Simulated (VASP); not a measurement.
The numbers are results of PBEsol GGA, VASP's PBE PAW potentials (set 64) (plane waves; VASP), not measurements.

The input files of a VASP run:

### INCAR
```
ISIF  =  3
SIGMA  =  0.1   # width (eV)
NSW  =  40
EDIFF  =  1E-6   # SCF stop (eV)
ISMEAR  =  1   # Methfessel-Paxton
LCHARG  =  .False.
LASPH  =  .True.   # aspherical one-centre terms
GGA  =  PS   # PBEsol
EDIFFG  =  -0.02   # ionic stop
PREC  =  Accurate
ENCUT  =  500
SYSTEM  =  MoTe2
PSTRESS  =  450
LREAL  =  .False.   # projection in real space or not
LMAXMIX  =  4   # l cut-off of mixed one-centre charges
IBRION  =  2   # conjugate gradients
NELM  =  100   # most electronic steps
LWAVE  =  .False.
ALGO  =  Normal   # blocked Davidson
```

**POSCAR**
```
MoTe2
1.0
  1.6065237089  -2.7825746788   0.0000000000
  1.6065237089   2.7825746788   0.0000000000
  0.0000000000   0.0000000000  12.4240891537
Te Mo
4 2
Cartesian
  1.6065237089   0.9275267480  11.1555563856
  1.6065237089  -0.9275267480   4.9435118088
  1.6065237089  -0.9275267480   1.2685327681
  1.6065237089   0.9275267480   7.4805773449
  1.6065237089   0.9275267480   3.1060222884
  1.6065237089  -0.9275267480   9.3180668653
```

File KPOINTS:
```
K-points
0
G
 11 11 3
0 0 0
```

POTCAR, in this order: Te Mo_sv (PBE.64 set). Program: vasp_std.

Problem. What will the output report for the number of irreducible k-points (NKPTS), largest plane-wave count, number of space-group operations, FFT grid (NGX, NGY, NGZ)?

Solution. 
```yaml
number of irreducible k-points (NKPTS): 32
largest_plane_wave_count: 2838
number_of_space_group_operations: 24
FFT grid (NGX, NGY, NGZ): 24 × 24 × 96
```

The compound is MoTe2 in the 2H layered structure. This run relaxes it under an external pressure of 45 GPa. Symmetry was kept, so distortions that lower it aren't found.
